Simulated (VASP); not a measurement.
Computed with r2SCAN meta-GGA, VASP's PBE PAW potentials (set 64) (plane waves; VASP).

A VASP calculation is set up with these files.

### POSCAR
```
Sn
1.0
  3.0606476455   0.0000000000   0.0000000000
  0.0000000000   3.0606476455   0.0000000000
  0.0000000000   0.0000000000   3.0606476455
Sn
1
Cartesian
  0.0000000000   0.0000000000   0.0000000000
```

### INCAR
```
SYSTEM = Sn
PREC = Accurate
ENCUT = 400
EDIFF = 1E-6
NELM = 100
ALGO = Normal
LREAL = .FALSE.
LASPH = .TRUE.
ISMEAR = 1
SIGMA = 0.1
METAGGA = R2SCAN
LMIXTAU = .TRUE.
LMAXMIX = 4
LWAVE = .FALSE.
LCHARG = .FALSE.
IBRION = 2
ISIF = 3
NSW = 60
EDIFFG = -0.01
```

### KPOINTS
```
Automatic mesh
0
Gamma
11 11 11
0 0 0
```

POTCAR, in this order: Sn_d (PBE.64 set). Program: vasp_std.

The run wrote:

File OUTCAR:
```
 ion  position               nearest neighbor table
   1  0.000  0.000  0.000-
  LATTYP: Found a simple cubic cell.
 ALAT       =     3.0606476455
 Subroutine PRICEL returns:
 Original cell was already a primitive cell.
 Subroutine GETGRP returns: Found 48 space group operations
The static configuration has the point symmetry O_h .
The dynamic configuration has the point symmetry O_h .
 Subroutine INISYM returns: Found 48 space group operations
 Subroutine IBZKPT returns following result:
 Found     56 irreducible k-points:

 Following reciprocal coordinates:
            Coordinates               Weight
  0.000000  0.000000  0.000000      1.000000
  0.090909  0.000000  0.000000      6.000000
  0.181818  0.000000  0.000000      6.000000
  0.272727  0.000000  0.000000      6.000000
  0.363636  0.000000  0.000000      6.000000
  0.454545  0.000000  0.000000      6.000000
  0.090909  0.090909  0.000000     12.000000
  0.181818  0.090909  0.000000     24.000000
  0.272727  0.090909  0.000000     24.000000
  0.363636  0.090909  0.000000     24.000000
  0.454545  0.090909  0.000000     24.000000
  0.181818  0.181818  0.000000     12.000000
  0.272727  0.181818  0.000000     24.000000
  0.363636  0.181818  0.000000     24.000000
  0.454545  0.181818  0.000000     24.000000
  0.272727  0.272727  0.000000     12.000000
  0.363636  0.272727  0.000000     24.000000
  0.454545  0.272727  0.000000     24.000000
  0.363636  0.363636  0.000000     12.000000
  0.454545  0.363636  0.000000     24.000000
  0.454545  0.454545  0.000000     12.000000
  0.090909  0.090909  0.090909      8.000000
  0.181818  0.090909  0.090909     24.000000
  0.272727  0.090909  0.090909     24.000000
  0.363636  0.090909  0.090909     24.000000
...
```

**OSZICAR**
```
       N       E                     dE             d eps       ncg     rms          rms(c)
DAV:   1     0.437277788994E+02    0.43728E+02   -0.68343E+03  1271   0.161E+03
DAV:   2    -0.227591748220E+02   -0.66487E+02   -0.64999E+02  1268   0.300E+02
DAV:   3    -0.265970161681E+02   -0.38378E+01   -0.38239E+01  1451   0.728E+01
DAV:   4    -0.266830748495E+02   -0.86059E-01   -0.86030E-01  1412   0.116E+01
DAV:   5    -0.266865736127E+02   -0.34988E-02   -0.34987E-02  1524   0.215E+00    0.268E+00
DAV:   6    -0.245376056804E+02    0.21490E+01   -0.69450E-01  1400   0.180E+01    0.128E+00
DAV:   7    -0.245899978734E+02   -0.52392E-01   -0.11852E-01  1253   0.553E+00    0.774E-01
DAV:   8    -0.245784053130E+02    0.11593E-01   -0.64617E-02  1247   0.293E+00    0.155E-01
DAV:   9    -0.245877726979E+02   -0.93674E-02   -0.74704E-03  1298   0.908E-01    0.548E-02
DAV:  10    -0.245875732220E+02    0.19948E-03   -0.20662E-04  1447   0.142E-01    0.851E-02
DAV:  11    -0.245890900676E+02   -0.15168E-02   -0.43406E-04  1277   0.320E-01    0.124E-02
DAV:  12    -0.245895148583E+02   -0.42479E-03   -0.12071E-04  1265   0.125E-01    0.481E-03
DAV:  13    -0.245895238998E+02   -0.90414E-05   -0.58003E-06  1412   0.216E-02    0.530E-03
DAV:  14    -0.245895246668E+02   -0.76701E-06   -0.16377E-07   775   0.360E-03
   1 F= -.24589525E+02 E0= -.24589465E+02  d E =-.245895E+02
       N       E                     dE             d eps       ncg     rms          rms(c)
DAV:   1    -0.245989282481E+02   -0.94043E-02   -0.19573E-01  1478   0.932E+00    0.535E-01
DAV:   2    -0.245910688098E+02    0.78594E-02   -0.11339E-02  1415   0.234E+00    0.240E-01
DAV:   3    -0.245892781235E+02    0.17907E-02   -0.50453E-03  1799   0.143E+00    0.350E-02
DAV:   4    -0.245892834346E+02   -0.53111E-05   -0.32402E-04  1247   0.208E-01    0.985E-03
DAV:   5    -0.245893469540E+02   -0.63519E-04   -0.11386E-04  1256   0.137E-01    0.809E-03
DAV:   6    -0.245893590159E+02   -0.12062E-04   -0.91991E-05  1250   0.120E-01    0.633E-03
DAV:   7    -0.245893955470E+02   -0.36531E-04   -0.27644E-05  1259   0.657E-02    0.173E-03
DAV:   8    -0.245893973849E+02   -0.18379E-05   -0.13700E-06  1319   0.109E-02    0.320E-04
DAV:   9    -0.245893974814E+02   -0.96473E-07   -0.10773E-07   685   0.476E-03
   2 F= -.24589397E+02 E0= -.24589319E+02  d E =0.127185E-03
       N       E                     dE             d eps       ncg     rms          rms(c)
DAV:   1    -0.245940300401E+02   -0.46327E-02   -0.93691E-02  1478   0.656E+00    0.366E-01
DAV:   2    -0.245903767881E+02    0.36533E-02   -0.53560E-03  1415   0.160E+00    0.164E-01
DAV:   3    -0.245895214448E+02    0.85534E-03   -0.24035E-03  1801   0.979E-01    0.241E-02
DAV:   4    -0.245895048839E+02    0.16561E-04   -0.16226E-04  1244   0.144E-01    0.683E-03
DAV:   5    -0.245895368687E+02   -0.31985E-04   -0.59142E-05  1244   0.101E-01    0.528E-03
DAV:   6    -0.245895432889E+02   -0.64202E-05   -0.39001E-05  1259   0.811E-02    0.438E-03
DAV:   7    -0.245895550102E+02   -0.11721E-04   -0.13253E-05  1253   0.483E-02    0.976E-04
DAV:   8    -0.245895560020E+02   -0.99184E-06   -0.94772E-07  1255   0.958E-03
   3 F= -.24589556E+02 E0= -.24589490E+02  d E =-.313352E-04
```

**OUTCAR**
```
------------------------ aborting loop because EDIFF is reached ----------------------------------------
  FORCE on cell =-STRESS in cart. coord.  units (eV):
  Direction    XX          YY          ZZ          XY          YZ          ZX
  --------------------------------------------------------------------------------------
  Total        0.0019273      0.0019273      0.0019273      0.0000000      0.0000000      0.0000000
  in kB        0.1079747      0.1079747      0.1079747      0.0000000      0.0000000      0.0000000
  external PRESSURE =       0.1079747 kB  Pullay stress =       0.0000000 kB
  volume of cell :       28.60
      direct lattice vectors                 reciprocal lattice vectors
     3.058065251  0.000000000 -0.000000000     0.327004141  0.000000000  0.000000000
    -0.000000000  3.058065251 -0.000000000    -0.000000000  0.327004141 -0.000000000
    -0.000000000  0.000000000  3.058065251     0.000000000  0.000000000  0.327004141
 POSITION                                       TOTAL-FORCE (eV/Angst)
 -----------------------------------------------------------------------------------
      0.00000      0.00000      0.00000         0.000000     -0.000000      0.000000
 -----------------------------------------------------------------------------------
    total drift:                               -0.000000      0.000000     -0.000000
  FREE ENERGIE OF THE ION-ELECTRON SYSTEM (eV)
  ---------------------------------------------------
  free  energy   TOTEN  =       -24.5895560020 eV

  energy  without entropy=      -24.5893592132  energy(sigma->0) =      -24.58949041

 reached required accuracy - stopping structural energy minimisation
```
(Selected blocks of OUTCAR.)

### CONTCAR
```
Sn
   1.00000000000000
     3.0580652505665276    0.0000000000000000   -0.0000000000000000
    -0.0000000000000000    3.0580652505665276   -0.0000000000000000
    -0.0000000000000000    0.0000000000000000    3.0580652505665276
  Sn
     1
Direct
     0.0000000000000000    0.0000000000000000    0.0000000000000000
```

The structure was generated: Sn was put into the simple-cubic type (Pm-3m), which need not be its known phase. This run relaxes it. Symmetry was kept, so distortions that lower it aren't found. The start is the result of an earlier pass.
